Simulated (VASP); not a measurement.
VASP ran on this input.

**POSCAR**
```
VN
1
   -0.0000000000     2.0730426379     2.0730426379
    2.0730426379     0.0000000000     2.0730426379
    2.0730426379     2.0730426379    -0.0000000000
V N
1 1
Direct
  0.0000000000   0.0000000000   0.0000000000
  0.5000000000   0.5000000000   0.5000000000
```

**INCAR**
```
! general
SYSTEM  = VN
PREC    = Accurate
ENCUT   = 520   ! plane-wave cut-off (eV)
LREAL   = .False.
LASPH   = .True.   ! aspherical one-centre terms

! electronic loop
EDIFF   = 1E-7   ! SCF stop (eV)
NELM    = 100
ALGO    = Normal   ! blocked Davidson
LMAXMIX = 4

! smearing
ISMEAR  = -5

! functional
GGA     = RP   ! RPBE

! ions
ISIF    = 2   ! forces and stress, cell fixed

! output
LWAVE   = .False.
LCHARG  = .True.
LORBIT  = 11   ! lm-projected
NEDOS   = 601   ! DOS grid
```

**KPOINTS**
```
Automatic
0
G
17 17 17
```

POTCAR, in this order: V_sv N (PBE.64 set). Program: vasp_std.

Task: Translate this RPBE calculation to Quantum ESPRESSO's pw.x.

Result: One equivalent input (not run):
```
&CONTROL
  calculation = 'scf'
  pseudo_dir = './pseudo'
  outdir = './out'
  tprnfor = .true.
  tstress = .true.
/
&SYSTEM
  ibrav = 0
  nat = 2
  ntyp = 2
  ecutwfc = 84
  occupations = 'tetrahedra'
  input_dft = 'rpbe'
/
&ELECTRONS
  conv_thr = 7.3e-09
  electron_maxstep = 100
/
ATOMIC_SPECIES
  V 50.941 V.upf
  N 14.007 N.upf
CELL_PARAMETERS angstrom
    -0.0000000    2.0730426    2.0730426
     2.0730426    0.0000000    2.0730426
     2.0730426    2.0730426   -0.0000000
ATOMIC_POSITIONS crystal
  V    0.0000000  0.0000000  0.0000000
  N    0.5000000  0.5000000  0.5000000
K_POINTS automatic
  17 17 17 0 0 0
```
The two are equivalent in intent, not identical: the potentials are each code's own (VASP's PAW set, PseudoDojo norm-conserving files in pw.x), so ENCUT and ecutwfc are chosen apart and not converted; conv_thr bounds pw.x's estimated SCF error, while EDIFF bounds the energy change between steps.

The compound is VN in the rock salt structure, which distorts at low temperature. It was relaxed first.
